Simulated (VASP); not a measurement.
Data:

```yaml
crystal:
  lattice:
    - [0.00000, 2.82653, 2.82653]
    - [2.82653, 0.00000, 2.82653]
    - [2.82653, 2.82653, 0.00000]
  atoms:
    - { symbol: S, position: [0.25000, 0.25000, 0.25000] }
    - { symbol: Mg, position: [0.00000, 0.00000, 0.00000] }
```

These are r2SCAN meta-GGA, VASP's PBE PAW potentials (set 64) (plane waves; VASP) values and carry that method's errors. Settings: 530 eV cut-off, 7×7×7 Γ-centred mesh, Gaussian smearing of 0.050 eV, potentials S Mg.

Problem. Give the elastic stiffness tensor with the ions relaxed (GPa, in the frame of the cell).

Solution. 
```csv
,xx,yy,zz,yz,xz,xy
xx,76.7,53.3,53.3,0.0,0.0,0.0
yy,53.3,76.7,53.3,0.0,0.0,0.0
zz,53.3,53.3,76.7,0.0,0.0,0.0
yz,0.0,0.0,0.0,32.7,0.0,0.0
xz,0.0,0.0,0.0,0.0,32.7,0.0
xy,0.0,0.0,0.0,0.0,0.0,32.7
```

Problem. Estimate the Hill bulk modulus, Hill shear modulus, Young's modulus, Poisson's ratio.

Solution. 
- Hill bulk modulus: 61.1 GPa
- Hill shear modulus: 21.7 GPa
- Young's modulus: 58.1 GPa
- Poisson's ratio: 0.342

The structure was generated: MgS was put into the zincblende type (F-43m), which need not be its known phase. It was relaxed first.
